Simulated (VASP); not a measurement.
Level of theory: PBE GGA with D3 dispersion (Becke-Johnson damping), VASP's PBE PAW potentials (set 64) (plane waves; VASP 6.6.1).

The input files of a VASP run:

### INCAR
```
ALGO  =  Normal
EDIFF  =  1E-7
ENCUT  =  520
GGA  =  PE
ISIF  =  2
ISMEAR  =  -5
IVDW  =  12
LASPH  =  T
LCHARG  =  T
LMAXMIX  =  6
LORBIT  =  11
LREAL  =  F
LWAVE  =  F
NEDOS  =  601
NELM  =  100
PREC  =  Accurate
SYSTEM  =  WC
```

### POSCAR
```
WC
1.0
  1.4526990446  -2.5161486280   0.0000000000
  1.4526990446   2.5161486280   0.0000000000
  0.0000000000   0.0000000000   2.8338591067
W C
1 1
Cart
  0.0000000000   0.0000000000   0.0000000000
  1.4526990446   0.8387178868   1.4169295533
```

**KPOINTS**
```
K-points
0
Gamma
16 16 14
0 0 0
```

POTCAR, in this order: W_sv C (PBE.64 set). Program: vasp_std.

Output of the run:

**OUTCAR**
```
 ion  position               nearest neighbor table
   1  0.000  0.000  0.000-   2 2.20   2 2.20   2 2.20   2 2.20   2 2.20   2 2.20
   2  0.333  0.667  0.500-   1 2.20   1 2.20   1 2.20   1 2.20   1 2.20   1 2.20
  LATTYP: Found a hexagonal cell.
 ALAT       =     2.9053981538
 C/A-ratio  =     0.9753771967
 Subroutine PRICEL returns:
 Original cell was already a primitive cell.
 Subroutine GETGRP returns: Found 12 space group operations
The static configuration has the point symmetry D_3h.
The dynamic configuration has the point symmetry D_3h.
 Subroutine INISYM returns: Found 12 space group operations
 Subroutine IBZKPT returns following result:
 Found    240 irreducible k-points:

 Following reciprocal coordinates:
            Coordinates               Weight
  0.000000  0.000000  0.000000      1.000000
  0.062500  0.000000  0.000000      6.000000
  0.125000  0.000000  0.000000      6.000000
  0.187500  0.000000  0.000000      6.000000
  0.250000  0.000000  0.000000      6.000000
  0.312500  0.000000  0.000000      6.000000
  0.375000  0.000000  0.000000      6.000000
  0.437500  0.000000  0.000000      6.000000
  0.500000  0.000000  0.000000      3.000000
  0.062500  0.062500  0.000000      6.000000
  0.125000  0.062500  0.000000     12.000000
  0.187500  0.062500  0.000000     12.000000
  0.250000  0.062500  0.000000     12.000000
  0.312500  0.062500  0.000000     12.000000
  0.375000  0.062500  0.000000     12.000000
  0.437500  0.062500  0.000000     12.000000
  0.125000  0.125000  0.000000      6.000000
  0.187500  0.125000  0.000000     12.000000
  0.250000  0.125000  0.000000     12.000000
  0.312500  0.125000  0.000000     12.000000
  0.375000  0.125000  0.000000     12.000000
  0.437500  0.125000  0.000000      6.000000
  0.187500  0.187500  0.000000      6.000000
  0.250000  0.187500  0.000000     12.000000
  0.312500  0.187500  0.000000     12.000000
  0.375000  0.187500  0.000000     12.000000
  0.250000  0.250000  0.000000      6.000000
  0.312500  0.250000  0.000000     12.000000
  0.375000  0.250000  0.000000      6.000000
  0.312500  0.312500  0.000000      6.000000
  0.000000  0.000000  0.071429      2.000000
  0.062500  0.000000  0.071429     12.000000
  0.125000  0.000000  0.071429     12.000000
  0.187500  0.000000  0.071429     12.000000
  0.250000  0.000000  0.071429     12.000000
  0.312500  0.000000  0.071429     12.000000
  0.375000  0.000000  0.071429     12.000000
  0.437500  0.000000  0.071429     12.000000
  0.500000  0.000000  0.071429      6.000000
  0.062500  0.062500  0.071429     12.000000
   k-points           NKPTS =    240   k-points in BZ     NKDIM =    240   number of bands    NBANDS=     13
   number of dos      NEDOS =    601   number of ions     NIONS =      2
   total plane-waves  NPLWV =  13824
   dimension x,y,z NGX =    24 NGY =   24 NGZ =   24
   dimension x,y,z NGXF=    48 NGYF=   48 NGZF=   48
   ions per type =               1   1
   PREC   = accura    normal or accurate (medium, high low for compatibility)
   ISTART =      0    job   : 0-new  1-cont  2-samecut
   ICHARG =      2    charge: 1-file 2-atom 10-const
   ISPIN  =      1    spin polarized calculation?
   LNONCOLLINEAR =      F non collinear calculations
   LSORBIT =      F    spin-orbit coupling
   INIWAV =      1    electr: 0-lowe 1-rand  2-diag
   ENCUT  =  520.0 eV  38.22 Ry    6.18 a.u.   5.40  5.40  5.27*2*pi/ulx,y,z
   NELM   =    100;   NELMIN=  2; NELMDL= -5     # of ELM steps
   EDIFF  = 0.1E-06   stopping-criterion for ELM
   LREAL  =      F    real-space projection
   NLSPLINE    = F    spline interpolate recip. space projectors
...
```

File OSZICAR:
```
       N       E                     dE             d eps       ncg     rms          rms(c)
DAV:   1     0.111367354241E+03    0.11137E+03   -0.98909E+03  6253   0.154E+03
DAV:   2    -0.215575536726E+02   -0.13292E+03   -0.13007E+03  7200   0.382E+02
DAV:   3    -0.254763040184E+02   -0.39188E+01   -0.38891E+01  7707   0.608E+01
DAV:   4    -0.255138163168E+02   -0.37512E-01   -0.37504E-01  6820   0.629E+00
DAV:   5    -0.255141179372E+02   -0.30162E-03   -0.30163E-03  7340   0.584E-01    0.326E+01
DAV:   6    -0.225314062290E+02    0.29827E+01   -0.95517E+00  7045   0.318E+01    0.871E+00
DAV:   7    -0.224670517206E+02    0.64355E-01   -0.40402E-01  6495   0.575E+00    0.619E+00
DAV:   8    -0.224412801564E+02    0.25772E-01   -0.68089E-02  6905   0.251E+00    0.886E-01
DAV:   9    -0.224403157303E+02    0.96443E-03   -0.35893E-03  6733   0.481E-01    0.141E-01
DAV:  10    -0.224402666933E+02    0.49037E-04   -0.25801E-04  7300   0.217E-01    0.716E-02
DAV:  11    -0.224402684161E+02   -0.17227E-05   -0.17274E-05  6855   0.404E-02    0.101E-02
DAV:  12    -0.224402671689E+02    0.12472E-05   -0.43783E-06  6855   0.209E-02    0.288E-03
DAV:  13    -0.224402671145E+02    0.54364E-07   -0.86892E-08  4035   0.318E-03
   1 F= -.23365536E+02 E0= -.23365536E+02  d E =0.000000E+00
```

File OUTCAR:
```
------------------------ aborting loop because EDIFF is reached ----------------------------------------
 Edisp (eV)   -0.92527
  FORCE on cell =-STRESS in cart. coord.  units (eV):
  Direction    XX          YY          ZZ          XY          YZ          ZX
  --------------------------------------------------------------------------------------
  Total      -0.01459    -0.01459     0.08015     0.00000     0.00000     0.00000
  in kB      -1.12832    -1.12832     6.19886     0.00000     0.00000     0.00000
  external pressure =        1.31 kB  Pullay stress =        0.00 kB
  volume of cell :       20.72
      direct lattice vectors                 reciprocal lattice vectors
     1.452699045 -2.516148628  0.000000000     0.344186913 -0.198716401  0.000000000
     1.452699045  2.516148628  0.000000000     0.344186913  0.198716401  0.000000000
     0.000000000  0.000000000  2.833859107     0.000000000  0.000000000  0.352875694
 POSITION                                       TOTAL-FORCE (eV/Angst)
 -----------------------------------------------------------------------------------
      0.00000      0.00000      0.00000         0.000000      0.000000      0.000000
      1.45270      0.83872      1.41693         0.000000     -0.000000      0.000000
 -----------------------------------------------------------------------------------
    total drift:                               -0.000000     -0.000384      0.000000
  FREE ENERGIE OF THE ION-ELECTRON SYSTEM (eV)
  ---------------------------------------------------
  free  energy   TOTEN  =       -23.3655359800 eV

  energy  without entropy=      -23.3655359800  energy(sigma->0) =      -23.36553598

 total charge

# of ion       s       p       d       tot
------------------------------------------
    1        2.349   6.428   3.404  12.181
    2        0.855   1.578   0.000   2.432
--------------------------------------------------
tot          3.204   8.006   3.404  14.614
```
(Selected blocks of OUTCAR.)

For a metal the tetrahedron method with Blöchl corrections gives inexact stress and forces.

The compound is WC in the wc structure. It was relaxed first.
